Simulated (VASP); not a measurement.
Output of a VASP run:

### OSZICAR
```
...
       N       E                     dE             d eps       ncg     rms          rms(c)
DAV:   1    -0.472352500172E+03    0.57454E-03   -0.84486E-01   984   0.212E+00    0.271E-01
RMM:   2    -0.472353992473E+03   -0.14923E-02   -0.20317E-02   951   0.403E-01    0.260E-01
RMM:   3    -0.472354435423E+03   -0.44295E-03   -0.51801E-03  1235   0.175E-01    0.159E-01
RMM:   4    -0.472354494818E+03   -0.59396E-04   -0.11496E-03  1320   0.870E-02    0.188E-01
RMM:   5    -0.472354408042E+03    0.86777E-04   -0.60878E-04  1291   0.638E-02    0.108E-01
RMM:   6    -0.472354372184E+03    0.35858E-04   -0.29491E-04  1325   0.392E-02    0.259E-02
RMM:   7    -0.472354383721E+03   -0.11536E-04   -0.14176E-04  1224   0.217E-02    0.186E-02
RMM:   8    -0.472354389603E+03   -0.58824E-05   -0.80754E-05   917   0.161E-02
  20 F= -.47235439E+03 E0= -.47235439E+03  d E =-.130788E-02  mag=    -3.0000
       N       E                     dE             d eps       ncg     rms          rms(c)
DAV:   1    -0.472354325163E+03    0.58558E-04   -0.22715E-02  1024   0.348E-01    0.451E-02
RMM:   2    -0.472354375695E+03   -0.50532E-04   -0.63509E-04  1111   0.684E-02    0.434E-02
RMM:   3    -0.472354390781E+03   -0.15086E-04   -0.17103E-04  1278   0.307E-02    0.291E-02
RMM:   4    -0.472354395827E+03   -0.50459E-05   -0.59528E-05   932   0.184E-02
  21 F= -.47235440E+03 E0= -.47235440E+03  d E =-.131411E-02  mag=    -3.0000
       N       E                     dE             d eps       ncg     rms          rms(c)
DAV:   1    -0.472354092740E+03    0.29804E-03   -0.48610E-01   984   0.159E+00    0.186E-01
RMM:   2    -0.472355012058E+03   -0.91932E-03   -0.11132E-02   950   0.297E-01    0.197E-01
RMM:   3    -0.472355257366E+03   -0.24531E-03   -0.26706E-03  1166   0.129E-01    0.118E-01
RMM:   4    -0.472355303648E+03   -0.46281E-04   -0.62893E-04  1294   0.647E-02    0.146E-01
RMM:   5    -0.472355246477E+03    0.57171E-04   -0.30582E-04  1257   0.444E-02    0.748E-02
RMM:   6    -0.472355230402E+03    0.16075E-04   -0.15886E-04  1226   0.286E-02    0.242E-02
RMM:   7    -0.472355236037E+03   -0.56353E-05   -0.75883E-05   898   0.151E-02
  22 F= -.47235524E+03 E0= -.47235524E+03  d E =-.840211E-03  mag=    -3.0000
       N       E                     dE             d eps       ncg     rms          rms(c)
DAV:   1    -0.472355151914E+03    0.78488E-04   -0.56721E-02   992   0.542E-01    0.647E-02
RMM:   2    -0.472355271633E+03   -0.11972E-03   -0.13992E-03   997   0.103E-01    0.675E-02
RMM:   3    -0.472355303659E+03   -0.32026E-04   -0.33703E-04  1236   0.438E-02    0.403E-02
RMM:   4    -0.472355312909E+03   -0.92498E-05   -0.98491E-05  1004   0.230E-02
  23 F= -.47235531E+03 E0= -.47235531E+03  d E =-.917082E-03  mag=    -3.0000
       N       E                     dE             d eps       ncg     rms          rms(c)
DAV:   1    -0.472355229624E+03    0.74035E-04   -0.39104E-01   952   0.142E+00    0.147E-01
RMM:   2    -0.472355934428E+03   -0.70480E-03   -0.87840E-03   945   0.260E-01    0.162E-01
RMM:   3    -0.472356120144E+03   -0.18572E-03   -0.20963E-03  1163   0.114E-01    0.954E-02
RMM:   4    -0.472356150496E+03   -0.30352E-04   -0.48946E-04  1264   0.544E-02    0.120E-01
RMM:   5    -0.472356113386E+03    0.37110E-04   -0.21669E-04  1148   0.362E-02    0.663E-02
RMM:   6    -0.472356100693E+03    0.12693E-04   -0.12290E-04  1097   0.231E-02    0.234E-02
RMM:   7    -0.472356104674E+03   -0.39811E-05   -0.52124E-05   738   0.123E-02
  24 F= -.47235610E+03 E0= -.47235610E+03  d E =-.791766E-03  mag=    -3.0000
```

**OUTCAR**
```
------------------------ aborting loop because EDIFF is reached ----------------------------------------
  FORCE on cell =-STRESS in cart. coord.  units (eV):
  Direction    XX          YY          ZZ          XY          YZ          ZX
  --------------------------------------------------------------------------------------
  Total      -18.3257255    -17.2633197     -1.2310394     -2.8403491     -4.6996291      4.4633374
  in kB      -39.8192862    -37.5108242     -2.6748797     -6.1716887    -10.2116489      9.6982194
  external PRESSURE =     -26.6683300 kB  Pullay stress =       0.0000000 kB
  volume of cell :      737.36
      direct lattice vectors                 reciprocal lattice vectors
     7.892156286  0.000000000  0.000000000     0.126708084  0.000000000  0.000000000
     0.000000000  7.892156286  0.000000000     0.000000000  0.126708084  0.000000000
     0.000000000  0.000000000 11.838234429     0.000000000  0.000000000  0.084472056
 POSITION                                       TOTAL-FORCE (eV/Angst)
 -----------------------------------------------------------------------------------
      7.81196      0.06275     11.75186         0.011704     -0.003351     -0.010523
      7.81663      0.06900      3.86104         0.008420      0.003082     -0.008684
      7.81674      0.07362      7.82941         0.008218      0.002216     -0.007256
      7.81653      4.02283     11.76011         0.013485     -0.006398     -0.005616
      7.83552      3.99972      3.88438         0.004333     -0.003218     -0.002697
      7.82461      4.01915      7.80309         0.005005     -0.002728     -0.010123
      3.88359      0.06287     11.73426         0.015210     -0.002232     -0.012148
      3.89597      0.05000      3.84054        -0.002363      0.000370     -0.004019
      3.87806      0.06989      7.84387         0.003356     -0.001400     -0.002943
      3.88325      4.02753     11.75199         0.016191     -0.004573     -0.006840
      3.87801      4.01803      3.85804        -0.003408     -0.003992     -0.004090
      3.87746      4.02644      7.83082        -0.000657     -0.007652     -0.009173
      1.88703      2.05752      1.81424        -0.001220     -0.005939     -0.004643
      1.87368      2.07462      9.71141        -0.011004      0.009411     -0.005534
      1.87904      6.01716      1.85682        -0.005125      0.005680      0.006244
      1.88958      6.09815      5.81130        -0.009749      0.003366      0.010667
      1.87752      6.01371      9.73674        -0.001581     -0.006369     -0.008964
      5.82034      2.06511      1.85509        -0.003170     -0.000525     -0.000883
      5.74218      2.06118      5.81451        -0.008168      0.002493     -0.001008
      5.82802      2.07219      9.73655        -0.004477     -0.003835     -0.012010
      5.82632      6.01225      1.85403         0.001996     -0.001236     -0.019194
      5.82215      6.01901      5.81383         0.000111     -0.009794      0.006149
      5.82713      6.01476      9.74233         0.000663     -0.004175     -0.001369
      2.04010      7.87058      2.10447         0.004638     -0.010710      0.000318
      0.04041      1.87861      2.07184         0.002637      0.010088      0.012841
      2.00184      1.94680      0.01075         0.003269     -0.004870     -0.002885
      2.04783      0.02744      6.00073         0.000306      0.012592      0.004012
      0.16774      1.90262      5.97237        -0.025651     -0.011105     -0.005490
      2.01526      1.94727      4.11276         0.001090     -0.012270      0.005152
      2.06705      7.85618      9.91688         0.002528      0.000663     -0.012372
      0.03798      1.86345      9.93138        -0.005278      0.004374      0.021602
      1.98912      1.95678      7.87175        -0.015585      0.002093      0.007406
      2.04485      3.89527      2.08723         0.007250      0.013668     -0.003418
      0.03616      5.80628      2.05862         0.000114      0.008369      0.017777
      2.00047      5.91315      0.03161        -0.006576      0.006232     -0.008235
      2.04367      3.78417      5.98791         0.001586      0.016553     -0.013577
      0.05308      5.81806      5.98805        -0.006837     -0.006786      0.007504
      2.01871      5.89196      4.00158        -0.001655     -0.005634     -0.005361
      2.06838      3.90602      9.94358         0.004486      0.002327      0.002597
      0.03765      5.81210      9.92839        -0.008382      0.011888      0.017534
      2.01307      5.86660      7.90109        -0.006665     -0.011623      0.003868
      6.00199      7.85722      2.06568         0.011636     -0.008849     -0.003183
      3.95970      1.87778      2.08526         0.004520      0.010676      0.015429
      5.92806      1.94788      0.03071        -0.010802      0.001483     -0.005564
      6.03202      7.88009      6.00363         0.006015      0.007684      0.005948
      3.92203      1.90449      6.00609        -0.010663     -0.004313      0.010954
      5.94633      1.93498      4.00450        -0.003232     -0.011920     -0.004808
      6.00776      7.85647      9.94844        -0.004414     -0.006850      0.000935
      3.97958      1.86311      9.89595         0.010224      0.004468      0.004681
      5.98849      1.94706      7.90156        -0.001591     -0.008777      0.005447
      6.00115      3.90190      2.07760         0.011725      0.012067      0.002818
      3.97497      5.81059      2.04458         0.006840      0.007350      0.011357
      5.95629      5.89164      0.03082        -0.006120     -0.000528      0.008866
      6.02288      3.89860      5.99317         0.008462      0.009887      0.000263
      3.96281      5.80563      5.99648        -0.002749     -0.009903      0.013378
      5.94140      5.90524      3.99418        -0.009797     -0.000153     -0.009006
...
```
(Selected blocks of OUTCAR.)

POSCAR:
```
FeSr12Ti11O36
1
    7.8921562862     0.0000000000     0.0000000000
    0.0000000000     7.8921562862     0.0000000000
    0.0000000000     0.0000000000    11.8382344293
Sr Ti O Fe
12 11 36 1
Direct
  0.9944816150   0.0012536061   0.9929949702
  0.9943397263   0.0071306958   0.3269025659
  0.9950138215   0.0058707866   0.6620985958
  0.9948880254   0.5074720236   0.9932681328
  0.9973518782   0.5032040095   0.3288302675
  0.9964417627   0.5057893404   0.6597882141
  0.5025545020   0.0010005201   0.9927363208
  0.4958580230   0.0034777331   0.3250038465
  0.4978708595   0.0037601020   0.6638687646
  0.5022298266   0.5075713182   0.9929993636
  0.4927572350   0.5056015418   0.3259686160
  0.4960519186   0.5067724029   0.6619425188
  0.2444678661   0.2621414755   0.1524539444
  0.2412263165   0.2653857890   0.8184234755
  0.2427215876   0.7650596160   0.1559654200
  0.2379124103   0.7720441469   0.4897778045
  0.2420824602   0.7652020110   0.8210512827
  0.7431722212   0.2645821275   0.1565181906
  0.7283150203   0.2624900612   0.4895412651
  0.7430717881   0.2658646560   0.8199226468
  0.7427090352   0.7652473509   0.1554909402
  0.7382180289   0.7617025208   0.4886648515
  0.7428510499   0.7651009500   0.8201321914
  0.2527267160   0.9975548971   0.1795058885
  0.0044683935   0.2413604746   0.1783190503
  0.2512448816   0.2467757358   0.0013983599
  0.2589944710   0.0053152169   0.5059793937
  0.0176347169   0.2425536045   0.5070885958
  0.2536886445   0.2454554502   0.3490339864
  0.2545054440   0.9973171315   0.8379683798
  0.0037751104   0.2383040583   0.8386753607
  0.2523761749   0.2444070640   0.6671824999
  0.2528532687   0.4931947692   0.1781093500
  0.0037745224   0.7377721284   0.1725982063
  0.2521764526   0.7463060606   0.0013525842
  0.2586920661   0.4831307689   0.5064443504
  0.0056845955   0.7380117922   0.5067780745
  0.2536461630   0.7450055485   0.3377917529
  0.2545379194   0.4963565657   0.8365178938
  0.0031705495   0.7376252369   0.8395213395
  0.2536953430   0.7437213770   0.6649501884
  0.7537504525   0.9957902486   0.1751321157
  0.5003682782   0.2415423610   0.1784760334
  0.7508056869   0.2464534926   0.0031855487
  0.7654554522   0.9998976342   0.5075168765
  0.4943422254   0.2424345220   0.5084499078
  0.7517590302   0.2460825955   0.3381813148
  0.7533669053   0.9948738913   0.8421938404
  0.5027582256   0.2382989412   0.8375216741
  0.7556544814   0.2462975339   0.6666708671
  0.7535919956   0.4934005880   0.1747796223
  0.5017509601   0.7377011669   0.1724324184
  0.7522078028   0.7477234435   0.0014289479
  0.7626725882   0.4927529068   0.5071303328
  0.4983831465   0.7355804462   0.5069758450
  0.7523614132   0.7484070812   0.3350624351
  0.7533361782   0.4947188964   0.8419207370
  0.5023524746   0.7375802649   0.8397846141
  0.7523018466   0.7478955587   0.6664596401
  0.2382224454   0.2621987615   0.4923537845
```

Write an INCAR and KPOINTS that could have produced this output.

This is not unique; one that fits is the input of the run itself, PBE GGA, plane waves, VASP's PBE PAW potentials (set 64).

KPOINTS:
```
Automatic
0
gamma
1 1 1
```

### INCAR
```
SYSTEM = FeSr12Ti11O36
PREC = Normal
ENCUT = 400
EDIFF = 1E-5
NELM = 100
ALGO = Fast
LREAL = Auto
LASPH = .TRUE.
ISMEAR = 0
SIGMA = 0.05
GGA = PE
LMAXMIX = 4
ISPIN = 2
MAGMOM = 0.0 0.0 0.0 0.0 0.0 0.0 0.0 0.0 0.0 0.0 0.0 0.0 0.0 0.0 0.0 0.0 0.0 0.0 0.0 0.0 0.0 0.0 0.0 0.0 0.0 0.0 0.0 0.0 0.0 0.0 0.0 0.0 0.0 0.0 0.0 0.0 0.0 0.0 0.0 0.0 0.0 0.0 0.0 0.0 0.0 0.0 0.0 0.0 0.0 0.0 0.0 0.0 0.0 0.0 0.0 0.0 0.0 0.0 0.0 3.0
LORBIT = 10
LWAVE = .FALSE.
LCHARG = .FALSE.
NELMIN = 4
ISYM = 0
NELECT = 387.0
IBRION = 2
ISIF = 2
NSW = 120
EDIFFG = -0.03
```

POTCAR, in this order: Sr_sv Ti O Fe (PBE.64 set). Program: vasp_gam.

At this cut-off the stress carries a Pulay error, which pulls relaxed volumes low. The cell is charged, with a uniform compensating background. The supercell is sampled at Γ alone, which is coarse: total energies, pressure and levels can be off, energies of defects by several tenths of an eV. The moments were started parallel, and other spin orders were not tried in this run.

The cell is a supercell with a defect, built from SrTiO3 (cubic perovskite, the ideal cubic form; the compound distorts at low or room temperature): Fe_Ti, charge +1.
